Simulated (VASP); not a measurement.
The input files of a VASP run:

File POSCAR:
```
K2S
1.0
  0.0000000000   3.1354051940   3.1354051940
  3.1354051940   0.0000000000   3.1354051940
  3.1354051940   3.1354051940   0.0000000000
K S
2 1
Cart
  1.5677025970   1.5677025970   1.5677025970
  4.7031077910   4.7031077910   4.7031077910
  0.0000000000   0.0000000000   0.0000000000
```

File KPOINTS:
```
K-points
0
gamma
 6 6 6
0 0 0
```

### INCAR
```
GGA = PE   ! PBE
ALGO = Normal   ! blocked Davidson
SYSTEM = K2S
IBRION = 2
SIGMA = 0.05
LREAL = F
EDIFFG = -0.02
ISIF = 3   ! ions, shape and volume
PREC = Accurate
ENCUT = 500   ! plane-wave cut-off (eV)
NSW = 40
LWAVE = F
EDIFF = 1E-6
LCHARG = F
NELM = 100
PSTRESS = 450
ISMEAR = 0
LASPH = T   ! aspherical one-centre terms
```

POTCAR, in this order: K_sv S (PBE.64 set). Program: vasp_std.

Problem. Write an equivalent input for Ansatz.

Solution. One equivalent input (not run):
Ansatz 0.2 input:
```yaml
crystal:
  lattice:
    - [0.0000000, 3.1354052, 3.1354052]
    - [3.1354052, 0.0000000, 3.1354052]
    - [3.1354052, 3.1354052, 0.0000000]
  atoms:
    - { symbol: K, position: [0.2500000, 0.2500000, 0.2500000] }
    - { symbol: K, position: [0.7500000, 0.7500000, 0.7500000] }
    - { symbol: S, position: [0.0000000, 0.0000000, 0.0000000] }
kpoints:
  mp_grid: { grid: [6, 6, 6] }
hamiltonian:
  xc: pbe
  pseudopotentials: { kind: paw }
scf:
  occupations: { method: gaussian, width: 0.05 }
  max_iter: 100
relax:
  max_steps: 40
  f_tol: 0.02
  cell: { p_target: 45 }
output: { forces: true, stress: true, eigenvalues: true }
```
Limits of the translation: each code has its own PAW files, so the cut-off isn't converted (ENCUT is set for VASP's; basis.ecutwfc is left out, and Ansatz then takes the one that its files recommend); Ansatz stops its SCF on the density residual and VASP on the energy change (EDIFF).

The compound is K2S in the antifluorite structure. This run relaxes it under an external pressure of 45 GPa. Symmetry was kept, so distortions that lower it aren't found.
